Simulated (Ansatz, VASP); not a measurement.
One calculation of MgBe, two programs

```xyz
2
Lattice="2.8689 0.0000 0.0000 -1.4345 2.4846 0.0000 0.0000 0.0000 4.2341" Properties=species:S:1:pos:R:3 pbc="T T T"
Mg    0.0000    1.6564    0.0000
Be    1.4345    0.8282    2.1170
```

Alike in both runs: task relaxation of cell and atoms; functional PBEsol; k mesh 18 × 18 × 10; occupations fermi-dirac, width 0.15 eV; no spin polarisation.

|  | VASP | Ansatz |
| --- | --- | --- |
| version | VASP 6.6.1 | Ansatz 0.2.0 |
| potentials or method | VASP PAW PBE potentials, release 64 (Mg, Be) | scalar-relativistic, plane waves, PAW |
| plane-wave cutoff (eV) | 600 | 420 |
| valence electrons in the cell | 4 | 12 |

Ansatz gave:

```
gap on the k mesh at the Fermi level, each at its own relaxed structure (eV) : none
relaxed volume (Å³/atom)                                                     : 15.12
relaxed cell length with the largest relative difference (Å)                 : 2.875
```

Q: Estimate VASP's values.

A: gap on the k mesh at the Fermi level, each at its own relaxed structure (eV): none; relaxed volume (Å³/atom): 15.15; relaxed cell length with the largest relative difference (Å): 2.877.

A gap of «none» marks a metal or a gap that the smearing closes. The two sets of potentials don't hold the same shells in valence.

Caveats: the PAW data sets were made with another functional, which shifts forces and pressure a little (VASP).
